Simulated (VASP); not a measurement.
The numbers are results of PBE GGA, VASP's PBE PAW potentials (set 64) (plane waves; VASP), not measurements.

A VASP calculation is set up with these files.

File POSCAR:
```
KCl
1
    0.0000000000     3.1450000000     3.1450000000
    3.1450000000     0.0000000000     3.1450000000
    3.1450000000     3.1450000000     0.0000000000
K Cl
1 1
Direct
  0.0000000000   0.0000000000   0.0000000000
  0.5000000000   0.5000000000   0.5000000000
```

INCAR:
```
SYSTEM  =  KCl
PREC  =  Accurate; ENCUT  =  400; LREAL  =  .FALSE.
LASPH  =  .TRUE.
EDIFF  =  1E-6; NELM  =  100; ALGO  =  Normal
ISMEAR  =  0; SIGMA  =  0.05
GGA  =  PE
ISIF  =  2
LWAVE  =  .FALSE.; LCHARG  =  .FALSE.
```

File KPOINTS:
```
Automatic
0
gamma
5 5 5
```

POTCAR, in this order: K_sv Cl (PBE.64 set). Program: vasp_std.

What VASP printed:

File OSZICAR:
```
       N       E                     dE             d eps       ncg     rms          rms(c)
DAV:   1     0.904434859274E+02    0.90443E+02   -0.63469E+03   240   0.986E+02
DAV:   2    -0.171690861243E+01   -0.92160E+02   -0.86923E+02   312   0.244E+02
DAV:   3    -0.690368718191E+01   -0.51868E+01   -0.51581E+01   316   0.565E+01
DAV:   4    -0.709326519475E+01   -0.18958E+00   -0.18940E+00   412   0.101E+01
DAV:   5    -0.709448592924E+01   -0.12207E-02   -0.12207E-02   316   0.899E-01    0.333E+00
DAV:   6    -0.680416804837E+01    0.29032E+00   -0.55415E-01   280   0.406E+00    0.274E+00
DAV:   7    -0.678897333907E+01    0.15195E-01   -0.13568E-01   296   0.221E+00    0.158E+00
DAV:   8    -0.680160191966E+01   -0.12629E-01   -0.20461E-02   328   0.119E+00    0.177E-01
DAV:   9    -0.680242168204E+01   -0.81976E-03   -0.12464E-03   316   0.239E-01    0.103E-01
DAV:  10    -0.680309571279E+01   -0.67403E-03   -0.67568E-04   272   0.200E-01    0.117E-02
DAV:  11    -0.680310649207E+01   -0.10779E-04   -0.18860E-05   336   0.298E-02    0.534E-03
DAV:  12    -0.680311021243E+01   -0.37204E-05   -0.48826E-06   276   0.169E-02    0.280E-03
DAV:  13    -0.680311028669E+01   -0.74261E-07   -0.40355E-07   228   0.527E-03
   1 F= -.68031103E+01 E0= -.68031103E+01  d E =-.267320E-11
```

OUTCAR:
```
------------------------ aborting loop because EDIFF is reached ----------------------------------------
  FORCE on cell =-STRESS in cart. coord.  units (eV):
  Direction    XX          YY          ZZ          XY          YZ          ZX
  --------------------------------------------------------------------------------------
  Total        0.3163062      0.3163062      0.3163062      0.0000000      0.0000000     -0.0000000
  in kB        8.1456609      8.1456609      8.1456609      0.0000000      0.0000000     -0.0000000
  external PRESSURE =       8.1456609 kB  Pullay stress =       0.0000000 kB
  volume of cell :       62.21
      direct lattice vectors                 reciprocal lattice vectors
     0.000000000  3.145000000  3.145000000    -0.158982512  0.158982512  0.158982512
     3.145000000  0.000000000  3.145000000     0.158982512 -0.158982512  0.158982512
     3.145000000  3.145000000  0.000000000     0.158982512  0.158982512 -0.158982512
  FREE ENERGIE OF THE ION-ELECTRON SYSTEM (eV)
  ---------------------------------------------------
  free  energy   TOTEN  =        -6.8031102867 eV

  energy  without entropy=       -6.8031102867  energy(sigma->0) =       -6.80311029
```
(Selected blocks of OUTCAR.)

The compound is KCl in the rock salt structure. The cell was not relaxed at this level. The run is one of a series of settings (KPOINTS 5×5×5 Γ-centred mesh against the base run), some of them coarse on purpose.
